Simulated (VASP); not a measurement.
Output of a VASP run:

**OSZICAR**
```
...
DAV:   7    -0.719278775277E+01   -0.84502E-01   -0.89625E-01   582   0.630E+00    0.831E-01
DAV:   8    -0.737181959820E+01   -0.17903E+00   -0.54806E-01   594   0.542E+00    0.341E-01
DAV:   9    -0.730453122441E+01    0.67288E-01   -0.38273E-02   576   0.288E+00    0.373E-01
DAV:  10    -0.748176222904E+01   -0.17723E+00   -0.13903E-01   564   0.443E+00    0.258E-01
DAV:  11    -0.737099199017E+01    0.11077E+00   -0.10276E-01   564   0.312E+00    0.313E-01
DAV:  12    -0.738694438040E+01   -0.15952E-01   -0.23502E-02   564   0.210E+00    0.169E-01
DAV:  13    -0.738586632522E+01    0.10781E-02   -0.35900E-04   624   0.277E-01    0.122E-01
DAV:  14    -0.738639760324E+01   -0.53128E-03   -0.12890E-03   564   0.315E-01    0.192E-02
DAV:  15    -0.738558437403E+01    0.81323E-03   -0.71087E-04   564   0.324E-01    0.805E-03
DAV:  16    -0.738563217300E+01   -0.47799E-04   -0.33663E-05   654   0.744E-02    0.364E-03
DAV:  17    -0.738565269492E+01   -0.20522E-04   -0.36171E-06   600   0.247E-02    0.319E-03
DAV:  18    -0.738564525133E+01    0.74436E-05   -0.96294E-06   564   0.355E-02    0.159E-03
DAV:  19    -0.738565409365E+01   -0.88423E-05   -0.10099E-06   564   0.142E-02    0.643E-04
DAV:  20    -0.738565227773E+01    0.18159E-05   -0.11823E-07   534   0.417E-03    0.377E-04
DAV:  21    -0.738565328551E+01   -0.10078E-05   -0.34348E-08   288   0.244E-03    0.214E-04
DAV:  22    -0.738565289448E+01    0.39103E-06   -0.30500E-08   282   0.266E-03
   1 F= -.73856529E+01 E0= -.73856529E+01  d E =-.738565E+01
       N       E                     dE             d eps       ncg     rms          rms(c)
DAV:   1    -0.739448289045E+01   -0.88296E-02   -0.60552E-02   876   0.239E+00    0.468E-01
DAV:   2    -0.739356345306E+01    0.91944E-03   -0.71072E-03   564   0.958E-01    0.289E-01
DAV:   3    -0.739411832873E+01   -0.55488E-03   -0.34344E-03   564   0.565E-01    0.225E-02
DAV:   4    -0.739268709499E+01    0.14312E-02   -0.27688E-03   612   0.464E-01    0.379E-02
DAV:   5    -0.739268821136E+01   -0.11164E-05   -0.60656E-05   696   0.863E-02    0.303E-02
DAV:   6    -0.739268891444E+01   -0.70308E-06   -0.76035E-07   756   0.101E-02
   2 F= -.73926889E+01 E0= -.73926889E+01  d E =-.703602E-02
       N       E                     dE             d eps       ncg     rms          rms(c)
DAV:   1    -0.741930651120E+01   -0.26618E-01   -0.55406E-01   906   0.736E+00    0.138E+00
DAV:   2    -0.740418615713E+01    0.15120E-01   -0.56080E-02   576   0.283E+00    0.821E-01
DAV:   3    -0.741844800423E+01   -0.14262E-01   -0.32957E-02   564   0.178E+00    0.692E-02
DAV:   4    -0.740410535523E+01    0.14343E-01   -0.17945E-02   642   0.125E+00    0.998E-02
DAV:   5    -0.740380255447E+01    0.30280E-03   -0.23193E-04   792   0.177E-01    0.121E-01
DAV:   6    -0.740362668959E+01    0.17586E-03   -0.42437E-05   696   0.665E-02    0.119E-01
DAV:   7    -0.740369317734E+01   -0.66488E-04   -0.28642E-03   576   0.580E-01    0.249E-02
DAV:   8    -0.740373086842E+01   -0.37691E-04   -0.15000E-04   702   0.141E-01    0.230E-02
DAV:   9    -0.740378104404E+01   -0.50176E-04   -0.15887E-05   648   0.402E-02    0.287E-02
DAV:  10    -0.740369105011E+01    0.89994E-04   -0.72511E-04   600   0.231E-01    0.110E-02
DAV:  11    -0.740366071200E+01    0.30338E-04   -0.72379E-05   600   0.791E-02    0.256E-03
DAV:  12    -0.740366311898E+01   -0.24070E-05   -0.13238E-05   576   0.373E-02    0.117E-03
DAV:  13    -0.740366239881E+01    0.72017E-06   -0.97135E-07   864   0.977E-03
   3 F= -.74036624E+01 E0= -.74036624E+01  d E =-.180095E-01
```

File OUTCAR:
```
------------------------ aborting loop because EDIFF is reached ----------------------------------------
  FORCE on cell =-STRESS in cart. coord.  units (eV):
  Direction    XX          YY          ZZ          XY          YZ          ZX
  --------------------------------------------------------------------------------------
  Total       -0.0185276     -0.0185276     -0.0185276      0.0000000      0.0000000     -0.0000000
  in kB       -1.9253840     -1.9253840     -1.9253840      0.0000000      0.0000000     -0.0000000
  external PRESSURE =      -1.9253840 kB  Pullay stress =       0.0000000 kB
  volume of cell :       15.42
      direct lattice vectors                 reciprocal lattice vectors
    -0.000000000  1.975426499  1.975426499    -0.253109898  0.253109898  0.253109898
     1.975426499  0.000000000  1.975426499     0.253109898 -0.253109898  0.253109898
     1.975426499  1.975426499  0.000000000     0.253109898  0.253109898 -0.253109898
  FREE ENERGIE OF THE ION-ELECTRON SYSTEM (eV)
  ---------------------------------------------------
  free  energy   TOTEN  =        -7.4036623988 eV

  energy  without entropy=       -7.4036623988  energy(sigma->0) =       -7.40366240

 reached required accuracy - stopping structural energy minimisation
```
(Selected blocks of OUTCAR.)

**POSCAR**
```
LiH
1
    0.0000000000     2.0400000000     2.0400000000
    2.0400000000     0.0000000000     2.0400000000
    2.0400000000     2.0400000000     0.0000000000
Li H
1 1
Direct
  0.0000000000   0.0000000000   0.0000000000
  0.5000000000   0.5000000000   0.5000000000
```

Problem. Write an INCAR and KPOINTS that could have produced this output.

Solution. One answer among several that fit: the input of the run itself, MS2 meta-GGA, plane waves, VASP's PBE PAW potentials (set 64).

### INCAR
```
SYSTEM = LiH
PREC = Accurate
ENCUT = 520
EDIFF = 1E-6
NELM = 100
ALGO = Normal
LREAL = .FALSE.
LASPH = .TRUE.
ISMEAR = 0
SIGMA = 0.05
METAGGA = MS2
LMIXTAU = .TRUE.
LWAVE = .FALSE.
LCHARG = .FALSE.
IBRION = 2
ISIF = 3
NSW = 60
EDIFFG = -0.01
```

File KPOINTS:
```
kpoints
0
Gamma
10 10 10
0 0 0
```

POTCAR, in this order: Li_sv H (PBE.64 set). Program: vasp_std.

Energy and stress use the plane-wave basis of the starting cell.

The compound is LiH in the rock salt structure. This run relaxes it. Symmetry was kept, so distortions that lower it aren't found.
